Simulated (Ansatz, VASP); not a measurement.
One calculation of Si, two programs

Contents of INCAR:

```
SYSTEM = Si
PREC = Accurate
ENCUT = 520
EDIFF = 1E-6
ISMEAR = 0
SIGMA = 0.1
LREAL = .FALSE.
LASPH = .TRUE.
NELM = 100
ALGO = Normal
ISIF = 2
LWAVE = .FALSE.
LCHARG = .FALSE.
GGA = PS
NBANDS = 11
```

KPOINTS

```
Automatic mesh
0
G
  6 6 6
  0 0 0
```

Contents of POSCAR:

```
Si
1.0
    0.0000000000      2.7944333936      2.7944333936
    2.7944333936      0.0000000000      2.7944333936
    2.7944333936      2.7944333936      0.0000000000
Si
2
Direct
    0.5000000000      0.5000000000      0.5000000000
    0.7500000000      0.7500000000      0.7500000000
```

Input for Ansatz:

```yaml
crystal:
  lattice:
    - [0.0, 2.7944333936, 2.7944333936]
    - [2.7944333936, 0.0, 2.7944333936]
    - [2.7944333936, 2.7944333936, 0.0]
  atoms:
    - { symbol: Si, position: [0.5, 0.5, 0.5] }
    - { symbol: Si, position: [0.75, 0.75, 0.75] }
basis:
  ecutwfc: 420
kpoints:
  mp_grid: { grid: [6, 6, 6] }
hamiltonian:
  xc: pbesol
scf:
  occupations: { method: gaussian, width: 0.1 }
output:
  forces: true
  stress: true
  eigenvalues: true
```

Alike in both runs: task single point; functional PBEsol; k mesh 6 × 6 × 6; occupations gaussian, width 0.1 eV; no spin polarisation.

|  | VASP | Ansatz |
| --- | --- | --- |
| version | VASP 6.6.1 | Ansatz 0.2.0 |
| potentials or method | VASP PAW PBE potentials, release 64 (Si) | scalar-relativistic, plane waves, PAW |
| plane-wave cutoff (eV) | 520 | 420 |
| valence electrons in the cell | 8 | 8 |

```tsv
	VASP	Ansatz	Ansatz less VASP
gap on the k mesh at the Fermi level (eV)	0.73	0.73	+0.004
least direct gap on the mesh (eV)	2.29	2.29	-0.003
pressure (GPa)	-6.5	-6.6	-0.08
```

With one functional, cell and mesh, what is left measures potentials, basis and numerics.

Caveats: the PAW data sets were made with another functional, which shifts forces and pressure a little (VASP). A k mesh can miss the band edges.
